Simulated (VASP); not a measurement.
Runs of VASP 6.6.1 on MoS2. Symmetry: P6_3/mmc, No. 194, hexagonal system. Conventional cell: a = 3.169 Å, b = 3.169 Å, c = 12.324 Å, α = 90.00°, β = 90.00°, γ = 120.00°. Mo (site symmetry -6m2) has 6 S at 2.41 Å as nearest neighbours. S (site symmetry 3m) has 3 Mo at 2.41 Å as nearest neighbours. 

```tsv
level	potentials or basis	k mesh	cutoff (eV)	gap on the mesh (eV)	pressure (GPa)	relaxed volume (Å³/atom)	largest force (eV/Å)
PBEsol	VASP PAW PBE potentials, release 64 (Mo_sv, S)	12 × 12 × 3	600	0.98	0.0	17.88	-
optB86b-vdW	VASP PAW PBE potentials, release 64 (Mo_sv, S)	12 × 12 × 3	600	0.88	0.1	17.86	0.01
LDA	VASP PAW LDA potentials, release 64 (Mo_sv, S)	12 × 12 × 3	600	0.74	-0.1	17.01	0.01
r2SCAN	VASP PAW PBE potentials, release 64 (Mo_sv, S)	12 × 12 × 3	600	1.17	0.0	18.99	-
PBE	VASP PAW PBE potentials, release 64 (Mo_sv, S)	12 × 12 × 3	600	1.41	0.0	(a)	-
rev-vdW-DF2	VASP PAW PBE potentials, release 64 (Mo_sv, S)	12 × 12 × 3	600	0.87	0.0	17.87	-
PBE+D3(BJ)	VASP PAW PBE potentials, release 64 (Mo_sv, S)	12 × 12 × 3	600	0.80	0.0	17.30	-
PBE	VASP PAW PBE potentials, release 64 (Mo, S)	6 × 6 × 2	300	(b)	0.0	18.99	-
```

Alike in all rows: task relaxation of cell and atoms; no spin polarisation; cell relaxed; smearing gaussian 0.03 eV.

Estimate the missing entries.

(a) 20.97; (b) 1.18.

Caveats: an odd mesh through Γ misses points on the zone boundary, where band edges often lie (some runs); the PAW data sets were made with another functional, which shifts forces and pressure a little (some runs); this functional lacks dispersion, which binds the layers, so the pressure and a relaxed spacing across them are unreliable (some runs); the volume moved by over 15 % at a fixed basis, so the end points are rough (some runs); this functional lacks dispersion, which binds the layers, so the pressure and a relaxed spacing across them are unreliable, and here the layers came unbound (some runs); the volume moved by +17 % from the deposited cell, more than functionals usually miss (some runs); the cutoff is under 1.25 times the usual one of these potentials, so pressure, stress and relaxed cells hold a basis-set (Pulay) error (some runs).

A k mesh can miss the band edges, and the runs leave out spin-orbit coupling on Mo.

Not every run made on this cell is shown here.
